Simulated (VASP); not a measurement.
Level of theory: LDA (Ceperley-Alder, Perdew-Zunger), VASP's LDA PAW potentials (set 64) (plane waves; VASP).

Input for VASP

**INCAR**
```
! general
SYSTEM  = Bi2Te3 bilayer
PREC    = Normal
ENCUT   = 400
LREAL   = F
LASPH   = T

! electronic loop
EDIFF   = 1E-6
NELM    = 100
NELMIN  = 4
ALGO    = Normal
LMAXMIX = 4

! smearing
ISMEAR  = 0
SIGMA   = 0.05

! output
LWAVE   = F
LCHARG  = F
LORBIT  = 11
LVHAR   = T
```

**POSCAR**
```
Bi2Te3 bilayer
1
    4.3403365607     0.0000000000     0.0000000000
   -2.1701682804     3.7588414638    -0.0000000000
    0.0000000000    -0.0000000000    33.2880242522
Bi Te
4 6
Direct
  0.3333330000   0.6666670000   0.2885926183
  0.0000000000   1.0000000000   0.5907127818
  0.0000000000   1.0000000000   0.4092872182
  0.6666670000   0.3333330000   0.7114073817
  0.0000000000   1.0000000000   0.2375857316
  0.6666670000   0.3333330000   0.3490451603
  0.3333330000   0.6666670000   0.4612709183
  0.6666670000   0.3333330000   0.5387290817
  0.3333330000   0.6666670000   0.6509548397
  0.0000000000   0.0000000000   0.7624142684
```

File KPOINTS:
```
kpoints
0
Gamma
12 12 1
```

POTCAR, in this order: Bi_d Te (LDA.64 set). Program: vasp_std. Read from the step before: WAVECAR.

Output

### OUTCAR
```
 ion  position               nearest neighbor table
   1  0.333  0.667  0.289-   5 3.03   5 3.03   5 3.03   6 3.21   6 3.21   6 3.21
   2  0.000  0.000  0.591-   8 3.05   8 3.05   8 3.05   9 3.21   9 3.21   9 3.21
   3  0.000  0.000  0.409-   7 3.05   7 3.05   7 3.05   6 3.21   6 3.21   6 3.21
   4  0.667  0.333  0.711-  10 3.03  10 3.03  10 3.03   9 3.21   9 3.21   9 3.21
   5  0.000  0.000  0.238-   1 3.03   1 3.03   1 3.03
   6  0.667  0.333  0.349-   3 3.21   3 3.21   3 3.21   1 3.21   1 3.21   1 3.21
   7  0.333  0.667  0.461-   3 3.05   3 3.05   3 3.05   8 3.60   8 3.60   8 3.60
   8  0.667  0.333  0.539-   2 3.05   2 3.05   2 3.05   7 3.60   7 3.60   7 3.60
   9  0.333  0.667  0.651-   2 3.21   2 3.21   2 3.21   4 3.21   4 3.21   4 3.21
  10  0.000  0.000  0.762-   4 3.03   4 3.03   4 3.03
  LATTYP: Found a hexagonal cell.
 ALAT       =     4.3403365607
 C/A-ratio  =     7.6694569158
 Subroutine PRICEL returns:
 Original cell was already a primitive cell.
 Subroutine GETGRP returns: Found 12 space group operations
The static configuration has the point symmetry D_3d.
The dynamic configuration has the point symmetry D_3d.
 Subroutine INISYM returns: Found 12 space group operations
 Subroutine IBZKPT returns following result:
 Found     19 irreducible k-points:

 Following reciprocal coordinates:
            Coordinates               Weight
  0.000000  0.000000  0.000000      1.000000
  0.083333 -0.000000  0.000000      6.000000
  0.166667 -0.000000  0.000000      6.000000
  0.250000 -0.000000  0.000000      6.000000
  0.333333 -0.000000  0.000000      6.000000
  0.416667 -0.000000  0.000000      6.000000
  0.500000 -0.000000  0.000000      3.000000
  0.083333  0.083333  0.000000      6.000000
  0.166667  0.083333  0.000000     12.000000
  0.250000  0.083333  0.000000     12.000000
  0.333333  0.083333  0.000000     12.000000
  0.416667  0.083333  0.000000     12.000000
  0.166667  0.166667  0.000000      6.000000
  0.250000  0.166667  0.000000     12.000000
  0.333333  0.166667  0.000000     12.000000
  0.416667  0.166667  0.000000      6.000000
  0.250000  0.250000  0.000000      6.000000
  0.333333  0.250000  0.000000     12.000000
  0.333333  0.333333  0.000000      2.000000
   k-points           NKPTS =     19   k-points in BZ     NKDIM =     19   number of bands    NBANDS=     57
   number of dos      NEDOS =    301   number of ions     NIONS =     10
   total plane-waves  NPLWV =  96768
   dimension x,y,z NGX =    24 NGY =   24 NGZ =  168
   dimension x,y,z NGXF=    48 NGYF=   48 NGZF=  336
   ions per type =               4   6
   PREC   = normal    normal or accurate (medium, high low for compatibility)
   ISTART =      1    job   : 0-new  1-cont  2-samecut
   ICHARG =      0    charge: 1-file 2-atom 10-const
   ISPIN  =      1    spin polarized calculation?
   LNONCOLLINEAR =      F non collinear calculations
   LSORBIT =      F    spin-orbit coupling
   INIWAV =      1    electr: 0-lowe 1-rand  2-diag
   ENCUT  =  400.0 eV  29.40 Ry    5.42 a.u.   7.08  7.08 54.28*2*pi/ulx,y,z
   NELM   =    100;   NELMIN=  4; NELMDL=  0     # of ELM steps
   EDIFF  = 0.1E-05   stopping-criterion for ELM
   LREAL  =      F    real-space projection
   NLSPLINE    = F    spline interpolate recip. space projectors
   LMAXMIX     =    4 max onsite mixed and CHGCAR
   VOSKOWN=      0    Vosko Wilk Nusair interpolation
   EDIFFG = 0.1E-04   stopping-criterion for IOM
   NSW    =      0    number of steps for IOM
   NBLOCK =      1;   KBLOCK =      1    inner block; outer block
   IBRION =     -1    ionic relax: 0-MD 1-quasi-New 2-CG
   NFREE  =      0    steps in history (QN), initial steepest desc. (CG)
   ISIF   =      2    stress and relaxation
   ISYM   =      2    0-nonsym 1-usesym 2-fastsym
   TEIN   =    0.0    initial temperature
   TEBEG  =    0.0;   TEEND  =   0.0 temperature during run
   SMASS  =  -3.00    Nose mass-parameter (am)
   PSTRESS=    0.0 pullay stress
...
```

**OSZICAR**
```
       N       E                     dE             d eps       ncg     rms          rms(c)
DAV:   1    -0.428900775010E+02   -0.42890E+02   -0.69367E-03  2460   0.792E-01    0.362E-02
DAV:   2    -0.428901316554E+02   -0.54154E-04   -0.21261E-04  2881   0.182E-01    0.342E-02
DAV:   3    -0.428900194100E+02    0.11225E-03   -0.17935E-05  2716   0.156E-01    0.887E-03
DAV:   4    -0.428900214594E+02   -0.20494E-05   -0.24295E-05  2348   0.429E-02    0.111E-02
DAV:   5    -0.428900217883E+02   -0.32889E-06   -0.37529E-06  2181   0.910E-03
   1 F= -.42890022E+02 E0= -.42890022E+02  d E =-.106296E-10
```

OUTCAR:
```
------------------------ aborting loop because EDIFF is reached ----------------------------------------
  FORCE on cell =-STRESS in cart. coord.  units (eV):
  Direction    XX          YY          ZZ          XY          YZ          ZX
  --------------------------------------------------------------------------------------
  Total       -0.4409314     -0.4409313     -0.3265150      0.0000000      0.0000000      0.0000000
  in kB       -1.3008168     -1.3008166     -0.9632705      0.0000000      0.0000000      0.0000000
  external PRESSURE =      -1.1883013 kB  Pullay stress =       0.0000000 kB
  volume of cell :      543.08
      direct lattice vectors                 reciprocal lattice vectors
     4.340336561  0.000000000  0.000000000     0.230396880  0.133019710  0.000000000
    -2.170168280  3.758841464  0.000000000     0.000000000  0.266039419  0.000000000
     0.000000000  0.000000000 33.288024252     0.000000000  0.000000000  0.030040834
 POSITION                                       TOTAL-FORCE (eV/Angst)
 -----------------------------------------------------------------------------------
     -0.00000      2.50590      9.60668        -0.000000      0.000000      0.002072
      0.00000      0.00000     19.66366         0.000000      0.000000     -0.027102
      0.00000      0.00000     13.62436         0.000000      0.000000      0.027102
      2.17017      1.25295     23.68135        -0.000000      0.000000     -0.002072
      0.00000      0.00000      7.90876         0.000000      0.000000      0.007438
      2.17017      1.25295     11.61902        -0.000000      0.000000     -0.013543
     -0.00000      2.50590     15.35480        -0.000000      0.000000     -0.002525
      2.17017      1.25295     17.93323         0.000000     -0.000000      0.002525
     -0.00000      2.50590     21.66900         0.000000     -0.000000      0.013543
      0.00000      0.00000     25.37926         0.000000      0.000000     -0.007438
 -----------------------------------------------------------------------------------
    total drift:                                0.000000      0.000000      0.000000
  FREE ENERGIE OF THE ION-ELECTRON SYSTEM (eV)
  ---------------------------------------------------
  free  energy   TOTEN  =       -42.8900217883 eV

  energy  without entropy=      -42.8900217882  energy(sigma->0) =      -42.89002179

 total charge

# of ion       s       p       d       tot
------------------------------------------
    1        1.603   1.156   9.950  12.710
    2        1.600   1.167   9.948  12.715
    3        1.600   1.167   9.948  12.715
    4        1.603   1.156   9.950  12.710
    5        1.402   1.947   0.021   3.370
    6        1.391   1.990   0.026   3.407
    7        1.414   1.919   0.029   3.362
    8        1.414   1.919   0.029   3.362
    9        1.391   1.990   0.026   3.407
   10        1.402   1.947   0.021   3.370
--------------------------------------------------
tot         14.820  16.359  39.947  71.126
```
(Selected blocks of OUTCAR.)

The cell is a sheet with vacuum, built from Bi2Te3 (tetradymite).
